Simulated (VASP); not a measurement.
Elastic constants (GPa) of a crystal from VASP with PBEsol GGA, VASP's PBE PAW potentials (set 64):

|  | xx | yy | zz | yz | xz | xy |
|---|---|---|---|---|---|---|
| xx | 240.2 | 109.5 | 134.4 | 0.0 | 0.0 | 0.0 |
| yy | 109.5 | 240.2 | 134.4 | 0.0 | 0.0 | 0.0 |
| zz | 134.4 | 134.4 | 168.7 | 0.0 | 0.0 | 0.0 |
| yz | 0.0 | 0.0 | 0.0 | 21.0 | 0.0 | 0.0 |
| xz | 0.0 | 0.0 | 0.0 | 0.0 | 21.0 | 0.0 |
| xy | 0.0 | 0.0 | 0.0 | 0.0 | 0.0 | 11.4 |

Finite-difference elastic constants of metals are sensitive to mesh and smearing; shear constants can be off by tens of GPa.

Question: Work out the Voigt, Reuss and Hill moduli, Young's modulus and Poisson's ratio.

Answer: All eigenvalues are positive (smallest 11.4 GPa), so the crystal is stable. K_V = (C11+C22+C33+2(C12+C13+C23))/9 = (649.1 + 2×378.3)/9 = 156.2 GPa; G_V = (649.1 − 378.3 + 3×53.4)/15 = 28.7 GPa. From the compliances, K_R = 153.0 GPa and G_R = 20.9 GPa. Hill: K = 154.6 GPa, G = 24.8 GPa, E = 9KG/(3K+G) = 70.7 GPa, ν = (3K−2G)/(2(3K+G)) = 0.424. K/G = 6.23, above Pugh's 1.75; universal anisotropy A^U = 1.90.

Question: With a density of 4.00 g/cm³, what are the mean sound speeds?

Answer: v_l = √((K+4G/3)/ρ) = 6.85 km/s and v_t = √(G/ρ) = 2.49 km/s. The crystal is TiH2 (space group I4/mmm), tetragonal.

The structure comes from a measured TiH2 entry (I4/mmm) of the Crystallography Open Database, whose conditions weren't checked. It was relaxed first.
